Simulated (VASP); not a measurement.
# RPA total energies of CaO (Lime), part 3 of 6

Aim: total energies of CaO (Lime) from exact exchange and RPA correlation, beside cheaper functionals. The scan starts from a database cell scaled to its smallest volume. The cell is of the rock-salt type. The start is a cell from a database of measured crystal structures.

VASP 6.6.1, plane waves and PAW; the level of theory is named at each step.

So far. Step 8 (Comparison: HSE06, volume ratio 0.94): Its energy is -10.4058 eV an atom, on a zero of its own. Step 9 (Orbitals, volume ratio 0.97): The run ends at a pressure of 4.38 GPa.

## (10) Exact exchange, volume ratio 0.97

This step: Hartree-Fock energy on PBE orbitals; plane waves and PAW (Ca_sv_GW, O_GW) (VASP 6.6.1).

Exact exchange at this point.

INCAR

```
SYSTEM = CaO
PREC = Accurate
ENCUT = 560
ISMEAR = 0
SIGMA = 0.05
LREAL = .FALSE.
GGA = PE
NBANDS = 14
ALGO = Eigenval
NELM = 1
LHFCALC = .TRUE.
AEXX = 1
ALDAC = 0
AGGAC = 0
PRECFOCK = Normal
LWAVE = .FALSE.
LCHARG = .FALSE.
```

POSCAR

```
CaO
1.0
    0.0000000000      2.3821902571      2.3821902571
    2.3821902571      0.0000000000      2.3821902571
    2.3821902571      2.3821902571      0.0000000000
Ca O
1 1
Direct
    0.0000000000      0.0000000000      0.0000000000
    0.5000000000      0.5000000000      0.5000000000
```

KPOINTS

```
Automatic mesh
0
Gamma
4 4 4
0 0 0
```

Potentials, in the order of the species: Ca_sv_GW and O_GW (PBE family, release 64).

The WAVECAR or CHGCAR of an earlier step is read.

On the command line:

```sh
$ mpirun -np 8 vasp_std
```

The program printed:

```text
[banner, memory and clock lines left out]
running    8 mpi-ranks, on    1 nodes
[...]
[... a notice as in an earlier step ...]

 LDA part: xc-table for (Slater+PW92), standard interpolation
 [... a notice as in an earlier step ...]

 found WAVECAR, reading the header
  number of bands has changed, file:    14 present:    16
  trying to continue reading WAVECAR, but it might fail
 POSCAR, INCAR and KPOINTS ok, starting setup
[...]
reading WAVECAR
 random initialization beyond band           14
 the WAVECAR file was read successfully
 initial charge from wavefunction
 entering main loop
       N       E                     dE             d eps       ncg     rms          rms(c)
EIG:   1    -0.321412E+02   -0.32141E+02    0.00000E+00     0   0.000E+00
   1 F= -.32141168E+02 E0= -.32141168E+02  d E =-.217219E-33
```

Wall time 9 s (8 MPI ranks of Intel Xeon Platinum 8488C (Sapphire Rapids), shared host); peak memory 0.88 GiB.

From OUTCAR (step 10):

```text
 POSITION                                       TOTAL-FORCE (eV/Angst)
 -----------------------------------------------------------------------------------
      0.00000      0.00000      0.00000        -0.000000      0.000000      0.000000
      2.38219      2.38219      2.38219         0.000000     -0.000000     -0.000000
 -----------------------------------------------------------------------------------
    total drift:                               -0.000000      0.000000      0.000000

  FREE ENERGIE OF THE ION-ELECTRON SYSTEM (eV)
  ---------------------------------------------------
  free  energy   TOTEN  =       -32.1411679734 eV

  energy  without entropy=      -32.1411679734  energy(sigma->0) =      -32.14116797

[... 2 parts as in an earlier step ...]

[... 1 further part left out ...]
[key lines of the parts left out:]
E-fermi :   5.2570
```

The Hartree-Fock energy on these orbitals is -16.0706 eV an atom.

## (11) Empty bands, volume ratio 0.97

This step: PBE; plane waves and PAW (Ca_sv_GW, O_GW) (VASP 6.6.1).

The empty bands are made again, for the run that follows.

INCAR

```
SYSTEM = CaO
PREC = Accurate
ENCUT = 560
ISMEAR = 0
SIGMA = 0.05
LREAL = .FALSE.
GGA = PE
NBANDS = 864
ALGO = Exact
NELM = 1
LWAVE = .TRUE.
LCHARG = .FALSE.
LOPTICS = .TRUE.
NEDOS = 1000
CSHIFT = 0.1
```

POSCAR is that of step 10.

KPOINTS is that of step 10.

On the command line:

```sh
$ mpirun -np 8 vasp_std
```

The program printed:

```text
[banner, memory and clock lines left out]
running    8 mpi-ranks, on    1 nodes
[...]
[... a notice as in an earlier step ...]

 LDA part: xc-table for (Slater+PW92), standard interpolation
 found WAVECAR, reading the header
  number of bands has changed, file:    14 present:   864
  trying to continue reading WAVECAR, but it might fail
 POSCAR, INCAR and KPOINTS ok, starting setup
[...]
reading WAVECAR
 random initialization beyond band           14
 the WAVECAR file was read successfully
 initial charge from wavefunction
 entering main loop
       N       E                     dE             d eps       ncg     rms          rms(c)
DIA:   1    -0.177667E+02   -0.17767E+02    0.00000E+00     0   0.000E+00
   1 F= -.17766726E+02 E0= -.17766726E+02  d E =-.165385E-52
 writing wavefunctions
 optical routines
 imaginary and real dielectric function
 recalculating local potential from charge density
 direction            1
 direction            2
 direction            3
```

Wall time 9.4 s (8 MPI ranks); peak memory 1.1 GiB; 41 s of CPU time.

From OUTCAR (step 11):

```text
  Total        0.7395319      0.7395319      0.7395319      0.0000000      0.0000000     -0.0000000
  in kB       43.8236116     43.8236116     43.8236116      0.0000000      0.0000000     -0.0000000
  external PRESSURE =      43.8236116 kB  Pullay stress =       0.0000000 kB

 POSITION                                       TOTAL-FORCE (eV/Angst)
 -----------------------------------------------------------------------------------
      0.00000      0.00000      0.00000         0.000000     -0.000000     -0.000000
      2.38219      2.38219      2.38219        -0.000000      0.000000      0.000000
 -----------------------------------------------------------------------------------
    total drift:                                0.000000      0.000000      0.000000

  FREE ENERGIE OF THE ION-ELECTRON SYSTEM (eV)
  ---------------------------------------------------
  free  energy   TOTEN  =       -17.7667261229 eV

  energy  without entropy=      -17.7667261229  energy(sigma->0) =      -17.76672612

[... 1 part as in an earlier step ...]

[... 2 further parts left out ...]
[key lines of the parts left out:]
E-fermi :   5.3720
```

WAVECAR now holds 864 bands for 16 electrons.

## (12) RPA correlation, volume ratio 0.97

This step: RPA correlation on PBE orbitals; plane waves and PAW (Ca_sv_GW, O_GW) (VASP 6.6.1).

RPA correlation at this point.

INCAR

```
SYSTEM = CaO
PREC = Accurate
ENCUT = 560
ISMEAR = 0
SIGMA = 0.05
LREAL = .FALSE.
GGA = PE
NBANDS = 864
ALGO = ACFDT
ENCUTGW = 200
NOMEGA = 12
PRECFOCK = Fast
LWAVE = .FALSE.
LCHARG = .FALSE.
```

POSCAR is that of step 11.

KPOINTS is that of step 11.

On the command line:

```sh
$ mpirun -np 8 vasp_std
```

The program printed:

```text
[banner, memory and clock lines left out]
running    8 mpi-ranks, on    1 nodes
[...]
[... a notice as in an earlier step ...]

 LDA part: xc-table for (Slater+PW92), standard interpolation
 found WAVECAR, reading the header
 POSCAR, INCAR and KPOINTS ok, starting setup
[...]
reading WAVECAR
 the WAVECAR file was read successfully
 initial charge from wavefunction
 available memory per node:     63.32 GB, setting MAXMEM to     64836

 The Fermi energy was updated, please check that it is located mid-gap
 values below the HOMO (VB) or above the LUMO (CB) will cause erroneous energies
 E-fermi :   6.6585

 the WAVEDER file was read successfully
 set NWRITE>2 for more details about minimax calculation
 number of imaginary grid points requested:      12
 number of distinct grids requested:  1
 quadrature errors minimized for energies in [ 0.364E+01, 0.588E+03 ]
 bosonic grid (T=0, re) determined with error: 0.7972E-08
 bosonic grid (re): 0.7972E-08
[...]
NQ=   2    0.2500    0.0000    0.0000,
|.........|.........|.........|.........
 performed      10228000 updates of chi_q(r,r)
 total number of BLAS operations       2323.24 Gflops
NQ=   3    0.5000    0.0000    0.0000,
|.........|.........|.........|.........
 performed      15342000 updates of chi_q(r,r)
 total number of BLAS operations       3477.96 Gflops
NQ=   4    0.2500    0.2500    0.0000,
|.........|.........|.........|.........
 performed      20456000 updates of chi_q(r,r)
 total number of BLAS operations       4591.82 Gflops
NQ=   5    0.5000    0.2500    0.0000,
|.........|.........|.........|.........
 performed      25570000 updates of chi_q(r,r)
 total number of BLAS operations       5830.50 Gflops
NQ=   6   -0.2500    0.2500    0.0000,
|.........|.........|.........|.........
 performed      30684000 updates of chi_q(r,r)
 total number of BLAS operations       7012.88 Gflops
NQ=   7    0.5000    0.5000    0.0000,
|.........|.........|.........|.........
 performed      35798000 updates of chi_q(r,r)
 total number of BLAS operations       8489.84 Gflops
NQ=   8   -0.2500    0.5000    0.2500,
|.........|.........|.........|.........
 performed      40912000 updates of chi_q(r,r)
 total number of BLAS operations       9757.15 Gflops
 entering main loop
```

Run time: 69 s. Hardware: 8 MPI ranks; peak memory 1.9 GiB; 8.6 min of CPU time.

Parts of OUTCAR (step 12):

```text
      cutoff energy     smooth cutoff   RPA   correlation   Hartree contr. to MP2
---------------------------------------------------------------------------------
            200.000           160.000      -20.0816422294      -31.2766376412
            190.476           152.381      -19.7729998619      -30.8807116061
            181.406           145.125      -19.4571625537      -30.4687981714
            172.768           138.214      -19.1284850263      -30.0327465036
            164.541           131.632      -18.7868687123      -29.5719749838
            156.705           125.364      -18.4367183564      -29.0916467961
            149.243           119.394      -18.0809965303      -28.5955044880
            142.136           113.709      -17.7079595118      -28.0670127001
  linear regression

[... 2 parts as in an earlier step ...]

[... 2 further parts left out ...]
[key lines of the parts left out:]
E-fermi :   6.6585
```

The correlation energy is -11.788 eV an atom, +8 meV against the point before. With exact exchange the total is -27.8589 eV an atom.

## (13) Comparison: r2SCAN, volume ratio 0.97

This step: r2SCAN; plane waves and PAW (Ca_sv_GW, O_GW) (VASP 6.6.1).

The comparison at this point.

INCAR

```
SYSTEM = CaO
PREC = Accurate
ENCUT = 560
EDIFF = 1E-06
NELM = 100
ISMEAR = 0
SIGMA = 0.05
LREAL = .FALSE.
ALGO = Normal
METAGGA = R2SCAN
LASPH = .TRUE.
NBANDS = 14
LWAVE = .FALSE.
LCHARG = .FALSE.
KPAR = 8
```

POSCAR is that of step 12.

KPOINTS is that of step 12.

On the command line:

```sh
$ mpirun -np 8 vasp_std
```

The program printed:

```text
[banner, memory and clock lines left out]
running    8 mpi-ranks, on    1 nodes
[...]
[... a notice as in an earlier step ...]

 [... a notice as in an earlier step ...]

 LDA part: xc-table for (None), standard interpolation
 POSCAR, INCAR and KPOINTS ok, starting setup
[...]
entering main loop
       N       E                     dE             d eps       ncg     rms          rms(c)
DAV:   1     0.197717E+03    0.19772E+03   -0.83105E+03   232   0.131E+03
DAV:   2    -0.149533E+02   -0.21267E+03   -0.18763E+03   264   0.497E+02
DAV:   3    -0.346457E+02   -0.19692E+02   -0.18966E+02   370   0.167E+02
DAV:   4    -0.351913E+02   -0.54556E+00   -0.54457E+00   308   0.294E+01
[...]
DAV:  13    -0.244583E+02    0.35990E-04   -0.29734E-04   354   0.299E-01    0.501E-02
DAV:  14    -0.244583E+02    0.61559E-05   -0.27338E-05   336   0.738E-02    0.199E-02
DAV:  15    -0.244583E+02    0.69427E-07   -0.89848E-07   150   0.126E-02
   1 F= -.24458275E+02 E0= -.24458275E+02  d E =-.673650E-14
```

Run time: 13 s. Hardware: 8 MPI ranks; peak memory 1.2 GiB.

OUTCAR, selected parts (step 13):

```text
  Total        0.2977982      0.2977982      0.2977982      0.0000000      0.0000000     -0.0000000
  in kB       17.6470975     17.6470975     17.6470975      0.0000000      0.0000000     -0.0000000
  external PRESSURE =      17.6470975 kB  Pullay stress =       0.0000000 kB

 POSITION                                       TOTAL-FORCE (eV/Angst)
 -----------------------------------------------------------------------------------
      0.00000      0.00000      0.00000         0.000000      0.000000      0.000000
      2.38219      2.38219      2.38219        -0.000000     -0.000000     -0.000000
 -----------------------------------------------------------------------------------
    total drift:                                0.000000      0.000000      0.000000

  FREE ENERGIE OF THE ION-ELECTRON SYSTEM (eV)
  ---------------------------------------------------
  free  energy   TOTEN  =       -24.4582749385 eV

  energy  without entropy=      -24.4582749385  energy(sigma->0) =      -24.45827494

[... 2 parts as in an earlier step ...]

[... 1 further part left out ...]
[key lines of the parts left out:]
E-fermi :   4.7410
```

Its energy is -12.2291 eV an atom, on a zero of its own.

## (14) Orbitals for comparison: HSE06, volume ratio 0.97

This step: PBE; plane waves and PAW (Ca_sv_GW, O_GW) (VASP 6.6.1).

Starting orbitals, as before.

INCAR

```
SYSTEM = CaO
PREC = Accurate
ENCUT = 560
EDIFF = 1E-05
NELM = 100
ISMEAR = 0
SIGMA = 0.05
LREAL = .FALSE.
ALGO = Normal
GGA = PE
NBANDS = 14
LORBIT = 11
LWAVE = .TRUE.
LCHARG = .FALSE.
KPAR = 8
```

POSCAR is that of step 13.

KPOINTS is that of step 13.

On the command line:

```sh
$ mpirun -np 8 vasp_std
```

The program printed:

```text
[... set-up lines as in an earlier step ...]
 entering main loop
       N       E                     dE             d eps       ncg     rms          rms(c)
[... 11 cycles as in an earlier step ...]
DAV:  12    -0.177667E+02   -0.16389E-04   -0.60916E-05   282   0.116E-01    0.345E-02
DAV:  13    -0.177667E+02    0.43715E-05   -0.80766E-06   144   0.707E-02
   1 F= -.17766726E+02 E0= -.17766726E+02  d E =-.529720E-26
 writing wavefunctions
```

It took 6.8 s on 8 MPI ranks; peak memory 1.2 GiB; 20 s of CPU time.

Parts of OUTCAR (step 14):

```text
  Total        0.7547696      0.7547696      0.7547696      0.0000000      0.0000000     -0.0000000
  in kB       44.7265742     44.7265742     44.7265742      0.0000000      0.0000000     -0.0000000
  external PRESSURE =      44.7265742 kB  Pullay stress =       0.0000000 kB

 POSITION                                       TOTAL-FORCE (eV/Angst)
 -----------------------------------------------------------------------------------
      0.00000      0.00000      0.00000        -0.000000     -0.000000      0.000000
      2.38219      2.38219      2.38219         0.000000      0.000000     -0.000000
 -----------------------------------------------------------------------------------
    total drift:                                0.000000      0.000000      0.000000

  FREE ENERGIE OF THE ION-ELECTRON SYSTEM (eV)
  ---------------------------------------------------
  free  energy   TOTEN  =       -17.7667256626 eV

  energy  without entropy=      -17.7667256626  energy(sigma->0) =      -17.76672566

[... 2 parts as in an earlier step ...]

[... 1 further part left out ...]
[key lines of the parts left out:]
E-fermi :   5.2028
```

The run ends at a pressure of 4.47 GPa.

## (15) Comparison: HSE06, volume ratio 0.97

This step: HSE06; plane waves and PAW (Ca_sv_GW, O_GW) (VASP 6.6.1).

The comparison at this point.

INCAR

```
SYSTEM = CaO
PREC = Accurate
ENCUT = 560
EDIFF = 1E-06
NELM = 100
ISMEAR = 0
SIGMA = 0.05
LREAL = .FALSE.
ALGO = Normal
LHFCALC = .TRUE.
AEXX = 0.25
GGA = PE
HFSCREEN = 0.2
LASPH = .TRUE.
NBANDS = 14
PRECFOCK = Fast
LWAVE = .FALSE.
LCHARG = .FALSE.
KPAR = 8
```

POSCAR is that of step 14.

KPOINTS is that of step 14.

The run starts from files that an earlier step left in the folder.

On the command line:

```sh
$ mpirun -np 8 vasp_std
```

The program printed:

```text
[... set-up lines as in an earlier step ...]
 entering main loop
       N       E                     dE             d eps       ncg     rms          rms(c)
DAV:   1    -0.208405E+02   -0.20840E+02   -0.27218E-01   320   0.122E+01    0.107E+00
DAV:   2    -0.208351E+02    0.53511E-02   -0.31077E-02   348   0.253E+00    0.559E-01
DAV:   3    -0.208345E+02    0.64123E-03   -0.41418E-03   352   0.765E-01    0.380E-01
DAV:   4    -0.208339E+02    0.57614E-03   -0.70156E-04   284   0.455E-01    0.221E-01
DAV:   5    -0.208338E+02    0.13064E-03   -0.31096E-04   364   0.254E-01    0.133E-01
DAV:   6    -0.208337E+02    0.41488E-04   -0.22636E-05   340   0.812E-02    0.744E-02
DAV:   7    -0.208337E+02    0.12071E-04   -0.74804E-06   366   0.380E-02    0.400E-02
DAV:   8    -0.208337E+02    0.26886E-05   -0.25049E-06   266   0.283E-02    0.233E-02
DAV:   9    -0.208337E+02    0.67064E-06   -0.82821E-07   130   0.178E-02
   1 F= -.20833711E+02 E0= -.20833711E+02  d E =-.258593E-19
```

Elapsed: 18 s, on 8 MPI ranks; peak memory 1.9 GiB; 1.7 min of CPU time.

OUTCAR, selected parts (step 15):

```text
 POSITION                                       TOTAL-FORCE (eV/Angst)
 -----------------------------------------------------------------------------------
      0.00000      0.00000      0.00000         0.000000      0.000000     -0.000000
      2.38219      2.38219      2.38219        -0.000000     -0.000000      0.000000
 -----------------------------------------------------------------------------------
    total drift:                               -0.000004     -0.000006     -0.000006

  FREE ENERGIE OF THE ION-ELECTRON SYSTEM (eV)
  ---------------------------------------------------
  free  energy   TOTEN  =       -20.8337110097 eV

  energy  without entropy=      -20.8337110097  energy(sigma->0) =      -20.83371101

[... 2 parts as in an earlier step ...]

[... 1 further part left out ...]
[key lines of the parts left out:]
E-fermi :   4.0498
```

Its energy is -10.4169 eV an atom, on a zero of its own.

## (16) Orbitals, volume ratio 1

This step: PBE; plane waves and PAW (Ca_sv_GW, O_GW) (VASP 6.6.1).

The same chain follows at a volume ratio of 1.

INCAR

```
SYSTEM = CaO
PREC = Accurate
ENCUT = 560
EDIFF = 1E-08
NELM = 100
ISMEAR = 0
SIGMA = 0.05
LREAL = .FALSE.
ALGO = Normal
GGA = PE
NBANDS = 14
LORBIT = 11
LWAVE = .TRUE.
LCHARG = .FALSE.
KPAR = 8
```

POSCAR

```
CaO
1.0
    0.0000000000      2.4065000000      2.4065000000
    2.4065000000      0.0000000000      2.4065000000
    2.4065000000      2.4065000000      0.0000000000
Ca O
1 1
Direct
    0.0000000000      0.0000000000      0.0000000000
    0.5000000000      0.5000000000      0.5000000000
```

KPOINTS is that of step 15.

On the command line:

```sh
$ mpirun -np 8 vasp_std
```

The program printed:

```text
[... set-up lines as in an earlier step ...]
 entering main loop
       N       E                     dE             d eps       ncg     rms          rms(c)
DAV:   1     0.215486E+03    0.21549E+03   -0.81062E+03   224   0.127E+03
DAV:   2    -0.193287E+01   -0.21742E+03   -0.19112E+03   282   0.484E+02
DAV:   3    -0.214806E+02   -0.19548E+02   -0.18923E+02   384   0.161E+02
DAV:   4    -0.218689E+02   -0.38830E+00   -0.38803E+00   300   0.210E+01
[...]
DAV:  14    -0.177811E+02   -0.30360E-07   -0.34375E-07   334   0.103E-02    0.233E-03
DAV:  15    -0.177811E+02   -0.19368E-06   -0.56746E-08   266   0.373E-03    0.289E-03
DAV:  16    -0.177811E+02    0.58494E-08   -0.20492E-09   148   0.101E-03
   1 F= -.17781105E+02 E0= -.17781105E+02  d E =-.154576E-12
 writing wavefunctions
```

Wall time 8.2 s (8 MPI ranks); peak memory 1.2 GiB.

OUTCAR, selected parts (step 16):

```text
  Total        0.1431723      0.1431723      0.1431723     -0.0000000      0.0000000      0.0000000
  in kB        8.2296619      8.2296619      8.2296619     -0.0000000      0.0000000      0.0000000
  external PRESSURE =       8.2296619 kB  Pullay stress =       0.0000000 kB

 POSITION                                       TOTAL-FORCE (eV/Angst)
 -----------------------------------------------------------------------------------
      0.00000      0.00000      0.00000         0.000000      0.000000      0.000000
      2.40650      2.40650      2.40650        -0.000000     -0.000000     -0.000000
 -----------------------------------------------------------------------------------
    total drift:                                0.000000      0.000000      0.000000

  FREE ENERGIE OF THE ION-ELECTRON SYSTEM (eV)
  ---------------------------------------------------
  free  energy   TOTEN  =       -17.7811048802 eV

  energy  without entropy=      -17.7811048802  energy(sigma->0) =      -17.78110488

[... 1 part as in an earlier step ...]

[... 2 further parts left out ...]
[key lines of the parts left out:]
E-fermi :   4.8297
```

The run ends at a pressure of 0.82 GPa.

(Continued in part 4 of 6.)

[Long decimals in the printed logs are rounded to 6 places.]

[Lines on the potential files, build, host, timing and source positions are cut from VASP's logs without a mark.]

[Logs are printed without paths, hosts, clocks, repeated set-up lines and the standing remarks that a program may print on its own settings, such as how far it seeks lower states.]

[Hosts, paths, dates, database ids (printed as entryN), source tags and the programs' standing remarks are cut or masked in the printed files.]

[Measured values are set beside computed ones only where the two were judged alike; some that the calculation misses by far are left out.]

[Pressures printed for these runs are not shown converged in the cutoff: they can be off by several GPa and have the wrong sign.]
